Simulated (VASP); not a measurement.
Data:

```yaml
crystal:
  lattice:
    - [0.00000, 3.00191, 3.00191]
    - [3.00191, 0.00000, 3.00191]
    - [3.00191, 3.00191, 0.00000]
  atoms:
    - { symbol: Pb, position: [0.00000, 0.00000, 0.00000] }
    - { symbol: S, position: [0.50000, 0.50000, 0.50000] }
```

Level of theory: PBE GGA, VASP's PBE PAW potentials (set 64) (plane waves; VASP 6.6.1). Settings: 400 eV cut-off, 7×7×7 Γ-centred mesh, Gaussian smearing of 0.050 eV, potentials Pb_d S.

Task: Estimate the energy per atom (σ→0).

Result: 
```yaml
energy per atom (σ→0): -4386 meV/atom
```

Total energies compare only between runs with the same potentials, cut-off and functional.

The compound is PbS in the rock salt structure. It was relaxed first. The start is the result of an earlier pass.
